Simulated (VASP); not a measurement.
The system is C.

```
CELL_PARAMETERS angstrom
2.46100 0.00000 0.00000
-1.23050 2.13129 0.00000
0.00000 0.00000 6.43968
ATOMIC_POSITIONS crystal
C 0.00000 0.00000 0.25000
C 0.33333 0.66667 0.25000
C 0.00000 0.00000 0.75000
C 0.66667 0.33333 0.75000
```

The cell was built by a generator and needn't be a form met in nature.

Base run:

| Property | Result |
| --- | --- |
| Program | VASP 6.6.1 |
| Functional | vdW-DF2 |
| Potentials or basis | VASP PAW PBE potentials, release 64 (C) |
| Cutoff | 520 eV |
| k mesh | 16 × 16 × 4 |
| Occupations | fermi-dirac, width 0.05 eV |
| Spin | no spin polarisation |

Its results: band gap on the k mesh 0.42 eV, direct; pressure 6.6 GPa.

Problem. The run is repeated on the same cell with these changes: functional from vdW-DF2 to rev-vdW-DF2. What comes out?

Solution. Band gap on the k mesh 0.41 eV, direct; pressure 2.0 GPa.

Caveats: the PAW data sets were made with another functional, which shifts forces and pressure a little.

A k mesh can miss the band edges.
